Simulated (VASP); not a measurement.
Crystal: Sc7VN8.

```
V Sc N
1.0
    -4.40100    4.40100    0.00000
    -4.40100    0.00000    4.40100
     0.00000    4.40100    4.40100
V Sc N
1 7 8
Cartesian
  0.0000 0.0000 0.0000
  -2.2005 2.2005 0.0000
  -2.2005 0.0000 2.2005
  0.0000 2.2005 2.2005
  -4.4010 2.2005 2.2005
  -2.2005 4.4010 2.2005
  -2.2005 2.2005 4.4010
  -4.4010 4.4010 4.4010
  -6.6015 6.6015 6.6015
  -4.4010 4.4010 6.6015
  -4.4010 6.6015 4.4010
  -6.6015 4.4010 4.4010
  -2.2005 4.4010 4.4010
  -4.4010 2.2005 4.4010
  -4.4010 4.4010 2.2005
  -2.2005 2.2005 2.2005
```

The cell was built by a generator and needn't be a form met in nature.

```yaml
Program: VASP 6.6.1
Task: relaxation of cell and atoms
Functional: PBE
Potentials_or_basis: VASP PAW PBE potentials, release 64 (V_sv, Sc_sv, N)
Cutoff: 600 eV
k_mesh: 8 × 8 × 8
Occupations: methfessel-paxton, width 0.1 eV
Spin: collinear spin, ferromagnetic start
Starting_moments: "[2.0, 0.0, 0.0, 0.0, 0.0, 0.0, 0.0, 0.0, 0.0, 0.0, 0.0, 0.0, 0.0, 0.0, 0.0, 0.0] μB"
```

At the start: pressure 9.7 GPa; volume 10.66 Å³/atom.

Task: Where does the relaxation end?

Result: Over 8 steps the energy falls by 23.4 meV/atom and the volume is 11.09 Å³/atom (+4.1 %); space group Fm-3m (No. 225, to 0.05 Å); moment 1.01 μB per cell.

Step by step:
```csv
step,energy change (eV),largest force (eV/Å),pressure (GPa),volume (Å³)
1,0.0000,1.0066,9.73,170.48
2,-0.0849,0.0277,-9.32,186.96
3,-0.3252,0.4284,-1.36,179.06
4,-0.3252,0.4382,-1.15,178.89
5,-0.3681,0.1591,-0.21,177.77
6,-0.3736,0.0159,0.31,177.19
7,-0.3737,0.0153,-0.26,177.69
8,-0.3739,0.0012,-0.01,177.46
```

Final structure:
```
V Sc N
1.0
    -4.46026    4.46026    0.00000
    -4.46026    0.00000    4.46026
     0.00000    4.46026    4.46026
V Sc N
1 7 8
Direct
  0.00000 0.00000 0.00000
  0.50000 0.00000 0.00000
  0.00000 0.50000 0.00000
  0.00000 0.00000 0.50000
  0.50000 0.50000 0.00000
  0.50000 0.00000 0.50000
  0.00000 0.50000 0.50000
  0.50000 0.50000 0.50000
  0.75000 0.75000 0.75000
  0.24334 0.75666 0.75666
  0.75666 0.24334 0.75666
  0.75666 0.75666 0.24334
  0.24334 0.24334 0.75666
  0.24334 0.75666 0.24334
  0.75666 0.24334 0.24334
  0.25000 0.25000 0.25000
```
